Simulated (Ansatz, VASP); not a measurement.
# HfB2: VASP beside Ansatz, part 2 of 2

One calculation is typed for both programs; each brings its own data sets. How far apart do they land? The cell is taken from a series of runs on this material, whose earlier steps may have relaxed, scaled, displaced or heated it; both programs get it as it stands.

VASP 6.6.1 and Ansatz 0.2.0.

So far: The starting structure; VASP: zone-centre phonons, PBE.

**3. Ansatz: zone-centre phonons, PBE**

Level of this step: Ansatz beside VASP: Kohn-Sham DFT, plane waves, PBE (Ansatz).

Ansatz runs on its PAW soft_1 files.

The same cell, functional, mesh and smearing now go to Ansatz, which takes its cutoff from its data sets.

input.yaml reads:

```yaml
crystal:
  lattice:
    - [3.1439123144, 0.0, 0.0]
    - [-1.5719561572, 2.7227079315, 0.0]
    - [0.0, 0.0, 3.4899586395]
  atoms:
    - { symbol: Hf, position: [0.0, 0.0, 0.0] }
    - { symbol: B, position: [0.3333333333, 0.6666666667, 0.5] }
    - { symbol: B, position: [0.6666666667, 0.3333333333, 0.5] }
kpoints:
  mp_grid: { grid: [9, 9, 6] }
hamiltonian:
  xc: pbe
  pseudopotentials: { kind: paw, azcp: { folder: soft_1 } }
scf:
  occupations: { method: methfessel_paxton, width: 0.2 }
output:
  eigenvalues: true
phonons:
  method: dfpt
  qmesh: [3, 3, 2]
  temperatures: { t_max: 1000, t_step: 50 }
  qpath:
    path:
      - [[0.0, 0.0, 0.0], [0.5, 0.0, 0.0], [0.33333333, 0.33333333, 0.0], [0.0, 0.0, 0.0], [0.0, 0.0, 0.5], [0.5, 0.0, 0.5], [0.33333333, 0.33333333, 0.5], [0.0, 0.0, 0.5]]
      - [[0.5, 0.0, 0.5], [0.5, 0.0, 0.0]]
    npoints: 6
  electrical_resistivity:
    mesh: [12, 12, 12]
    temperatures: [20.0, 50.0, 80.0, 100.0, 150.0, 200.0, 273.0, 300.0, 400.0, 500.0, 600.0, 800.0]
  superconductivity: { mesh: [12, 12, 12] }
```

Launch:

```sh
ansatz run input.yaml --threads 16 --pin off --max-ram 92160MiB --backend cuda --events-out ev --progress --plain --runs-dir out --max-vram 78GiB
```

Numbers of over 12 decimals in the logs are rounded to 6 here.

Log:

```text
Warning: phonons: the dynamical matrix that this run interpolates holds no multipole term above the dipole-dipole one, and a site of this crystal is no centre of inversion, so its interpolated transverse optical and acoustic branches and sound speeds can stay off near Gamma, and the density of states and the thermodynamics with them. What a run solves at a wave vector of phonons.qpoints, Gamma apart, where the deck admits one, is free of this, and under fd what a larger phonons.supercell samples
Engine: ansatz 0.2.0, aarch64-unknown-linux-gnu
Pseudopotentials: kind: paw
Pseudopotential: Hf, paw, valence charge 26, recommended cutoff 420 eV (normal), soft_1/Hf.paw.azcp
Pseudopotential: B, paw, valence charge 3, recommended cutoff 420 eV (normal), soft_1/B.paw.azcp
Functional definition: PBE
  parameter kappa = 0.804
  parameter beta = 0.066725
  exchange = pbe_x(kappa = kappa, mu = beta*pi^2/3)
  correlation = pbe_c(beta = beta)
[...]
Crystal: 3 atoms, lattice volume = 29.874 Å³
Basis set: ecut = 420 eV, 563 PW (Γ), exchange–correlation on 48×48×48 points (8 copies of the dense FFT grid, shifted against one another)
Bands: 20, of which v1, the nominal top of the filled ones, is band 16 counted from 1 (15 counted from 0)
Symmetry: 24 space group operations
k-points: 48 of 486
Non-local potential: Hf, projectors of the file, l = 0: 3, l = 1: 2, l = 2: 2, l = 3: 3
Non-local potential: B, projectors of the file, l = 0: 2, l = 1: 2, l = 2: 1
PAW form: soft (Blöchl's): semilocal exchange-correlation on the pseudo side does not see the compensation charge
PAW one-centre angular grid: Hf, 590 points (default); XC on 64 Gauss nodes
PAW one-centre angular grid: B, 110 points (default); XC on 64 Gauss nodes
Initial density: superposition of atomic densities (chi_scale 0.1, normalization cell, long waves kept (reshape's long-wave potential 0.00 eV rms))
Initial wavefunctions: pseudopotential atomic-orbital guess
[...]
Functional: x = pbe(κ = 0.804, μ = 0.219515), c = pbe(β = 0.066725)
SCF iter   1: F=—  HF=-16037.735286 eV  |F-HF|=—  |Δ(HF+E_count)|=         —  Δρ=6.69e-2  dr2=2.16e0  ethr=3.10e-3  ⟨swp⟩=3.5  Hψ=3838  notcnv=0
preconditioner: auto → none  [metal: Δε(μ)=0.131 eV  Ē_g=16.637 eV  σ=0.200 eV  W_gap=0.47  n_scr=8 (ndim 8)  ℏωp=37.2 eV  f_vac=0.000  D(μ)=0.54/eV (n_scr^D=2)  sad-step TF]
SCF iter   2: F=—  HF=-16037.253231 eV  |F-HF|=—  |Δ(HF+E_count)|=   4.82e-1  S|Δr|=    0.00e0  Δρ=3.55e-2  dr2=6.18e-1  ethr=3.10e-3  ⟨swp⟩=3.0  Hψ=2036  notcnv=0
[...]
SCF iter  10: F=-16037.051888 eV  HF=-16037.051888 eV  |F-HF|=5.46e-12  |Δ(HF+E_count)|=  1.82e-12  S|Δr|=    0.00e0  Δρ=2.18e-8  dr2=4.83e-14  ethr=1.00e-12  ⟨swp⟩=6.8  Hψ=5796  notcnv=0
SCF 1 converged in 10 iterations: F = -16037.051888 eV  dr2 = 4.83e-14
  greatest PAW one-centre occupation: 0.998 electrons in one spin orbital (limit 2), on the Hf atom at site 0 (counted from 0), in its partial waves of l = 0
[...]
iter 1 solved again at ethr=2.94e-9 eV; its pass at ethr=3.10e-3 eV (dr2=9.40e-7 eV) is discarded
SCF iter   1: F=—  HF=-16037.051867 eV  |F-HF|=—  |Δ(HF+E_count)|=         —  Δρ=9.44e-8  dr2=7.60e-13  ethr=2.94e-9  ⟨swp⟩=4.3  Hψ=7457  notcnv=0
eigensolver tolerance schedule: the retry pair's looser diagonalisation over-reported the residual by 1235811.64 of it (diagonalisation noise at an unbounded share of the residual, at the tolerance the schedule requests for it); recorded, not acted on — ethr = c·dr2/N_el stays at c = 1.0e-1
preconditioner: auto → none  [insulator: Δε(μ)=0.138 eV  Ē_g=17.448 eV  σ=0.200 eV  W_gap=0.55  n_scr=8 (ndim 8)  ℏωp=37.2 eV  f_vac=0.000  D(μ)=0.48/eV (n_scr^D=0)  ε∞_Penn≈5.5]
SCF iter   2: F=-16037.051888 eV  HF=-16037.051888 eV  |F-HF|=5.46e-12  |Δ(HF+E_count)|=   2.12e-5  S|Δr|=    0.00e0  Δρ=5.10e-8  dr2=5.86e-13  ethr=1.00e-12  ⟨swp⟩=7.9  Hψ=5468  notcnv=0
SCF 2 converged in 2 iterations: F = -16037.051888 eV  dr2 = 5.86e-13
phonons: the bands overlap, so this run is a metal and interpolates without the dipole-dipole term. If the crystal is really an insulator or semiconductor, its LO-TO splitting is missing
[...]
NSCF: frozen V_eff on 48 k-points, pencils in batches of 32, up to order 80
[...]
NSCF: frozen V_eff on 48 k-points
[...]
SCF 3 converged in 10 iterations: F = -16037.051888 eV  dr2 = 4.81e-14
[...]
SCF converged after 10 iterations
[...]
mean free path at 80 K (of a tensor a third of its trace): 653 nm by what each carries, 556 by the Fermi surface alone
  Hall coefficient in a weak field at 80 K (a third of the trace): -2.043e-9 m³/C (as a tensor it moves by 12.2 % between the two finest meshes); by each state's relaxation time: -1.994e-9 m³/C; by a constant relaxation time: -1.778e-9 m³/C
  mean free path at 100 K (of a tensor a third of its trace): 362 nm by what each carries, 319 by the Fermi surface alone
  Hall coefficient in a weak field at 100 K (a third of the trace): -1.980e-9 m³/C (as a tensor it moves by 11.9 % between the two finest meshes); by each state's relaxation time: -1.902e-9 m³/C; by a constant relaxation time: -1.780e-9 m³/C
  mean free path at 150 K (of a tensor a third of its trace): 156 nm by what each carries, 142 by the Fermi surface alone
  Hall coefficient in a weak field at 150 K (a third of the trace): -1.901e-9 m³/C (as a tensor it moves by 12.0 % between the two finest meshes); by each state's relaxation time: -1.802e-9 m³/C; by a constant relaxation time: -1.784e-9 m³/C
  mean free path at 200 K (of a tensor a third of its trace): 92.1 nm by what each carries, 84.8 by the Fermi surface alone
  Hall coefficient in a weak field at 200 K (a third of the trace): -1.862e-9 m³/C (as a tensor it moves by 12.4 % between the two finest meshes); by each state's relaxation time: -1.761e-9 m³/C; by a constant relaxation time: -1.788e-9 m³/C
  mean free path at 273 K (of a tensor a third of its trace): 54.0 nm by what each carries, 50.3 by the Fermi surface alone
  Hall coefficient in a weak field at 273 K (a third of the trace): -1.818e-9 m³/C (as a tensor it moves by 12.9 % between the two finest meshes); by each state's relaxation time: -1.718e-9 m³/C; by a constant relaxation time: -1.792e-9 m³/C
  mean free path at 300 K (of a tensor a third of its trace): 46.4 nm by what each carries, 43.4 by the Fermi surface alone
  Hall coefficient in a weak field at 300 K (a third of the trace): -1.805e-9 m³/C (as a tensor it moves by 13.1 % between the two finest meshes); by each state's relaxation time: -1.706e-9 m³/C; by a constant relaxation time: -1.793e-9 m³/C
  mean free path at 400 K (of a tensor a third of its trace): 30.2 nm by what each carries, 28.5 by the Fermi surface alone
  Hall coefficient in a weak field at 400 K (a third of the trace): -1.774e-9 m³/C (as a tensor it moves by 13.8 % between the two finest meshes); by each state's relaxation time: -1.678e-9 m³/C; by a constant relaxation time: -1.797e-9 m³/C
  mean free path at 500 K (of a tensor a third of its trace): 22.5 nm by what each carries, 21.3 by the Fermi surface alone
  Hall coefficient in a weak field at 500 K (a third of the trace): -1.767e-9 m³/C (as a tensor it moves by 14.3 % between the two finest meshes); by each state's relaxation time: -1.670e-9 m³/C; by a constant relaxation time: -1.799e-9 m³/C
  mean free path at 600 K (of a tensor a third of its trace): 18.1 nm by what each carries, 17.1 by the Fermi surface alone
  Hall coefficient in a weak field at 600 K (a third of the trace): -1.771e-9 m³/C (as a tensor it moves by 14.8 % between the two finest meshes); by each state's relaxation time: -1.672e-9 m³/C; by a constant relaxation time: -1.799e-9 m³/C
  mean free path at 800 K (of a tensor a third of its trace): 13.1 nm by what each carries, 12.3 by the Fermi surface alone
  Hall coefficient in a weak field at 800 K (a third of the trace): -1.786e-9 m³/C (as a tensor it moves by 15.4 % between the two finest meshes); by each state's relaxation time: -1.677e-9 m³/C; by a constant relaxation time: -1.788e-9 m³/C
  the resistivity times a path that all electrons share, by the Fermi surface of the deck's mesh alone (a third of the trace): 2.340e-15 Ω·m²
  not converged in the mesh (λ; λ_tr; the resistivity at 20 K by 82.38 %; the resistivity at 50 K by 29.76 %; the resistivity at 80 K by 23.30 %; the resistivity at 100 K by 21.72 %; the resistivity at 150 K by 19.99 %; the resistivity at 200 K by 18.86 %; the resistivity at 273 K by 17.49 %; the resistivity at 300 K by 17.08 %; the resistivity at 400 K by 15.89 %; the resistivity at 500 K by 15.05 %; the resistivity [...]
  vibrations of 18 cells: unjudged by the run; compare a larger repeat
  the changes of the potential over all sites missed a rigid shift's by 0.00 % (the site terms' by 0.02 %)
  between the force constants' wavevectors the phonons are obtained by Fourier interpolation alone: along a vector of fewer than three repeats the shortest translation of the supercell is 6.980 Å, and under 7.500 Å the phonon self-energy is left out by default: enlarge phonons.supercell (under dfpt, phonons.qmesh)
[the section on superconductivity is kept apart]
```

Reading the cycles: dr2 is the Hartree energy of the density residual (eV), the measure of convergence; HF is the Harris–Foulkes estimate of the energy, which meets the free energy F at convergence.

**4. Side by side**

Known differences besides the potentials themselves: VASP's run holds the zone centre alone; the data sets hold 32 valence electrons in Ansatz (on its PAW soft_1 files) and 16 in VASP; the cutoff is 420 eV in Ansatz and 500 eV in VASP. Total energies have different zeros and are not compared.

Compared:

| quantity | Ansatz | VASP | difference |
| --- | --- | --- | --- |
| optical mode 1 to 2 (cm⁻¹) | 433.8 | 434.9 | -0.25 % |
| optical mode 3 (cm⁻¹) | 461.0 | 460.8 | +0.04 % |
| optical mode 4 (cm⁻¹) | 525.7 | 528.1 | -0.47 % |
| optical mode 5 to 6 (cm⁻¹) | 798.4 | 801.8 | -0.43 % |

Modes are paired by rising frequency, not by their patterns, so a pair may set unlike modes beside each other; they are those without the splitting of longitudinal modes.

**5. Outcome**

```json
{
 "r.m.s. difference of the optical zone-centre modes, each program's sorted by frequency (zone-centre phonons, PBE)": "2.3 cm⁻¹"
}
```

The r.m.s. difference of the optical zone-centre modes, each program's sorted by frequency is 2.3 cm⁻¹ (zone-centre phonons, PBE). The data sets hold unlike numbers of valence electrons (32 in Ansatz and 16 in VASP), so part of the differences comes from the potentials. How closely two codes agree says nothing of how well the functional describes the real material.

[Lines on the potential files, build, host, timing and source positions are cut from VASP's logs without a mark.]

[Logs are printed without paths, hosts, clocks, repeated set-up lines and the standing remarks that a program may print on its own settings, such as how far it seeks lower states.]

[Hosts, paths, dates, database ids (printed as entryN), source tags and the programs' standing remarks are cut or masked in the printed files.]
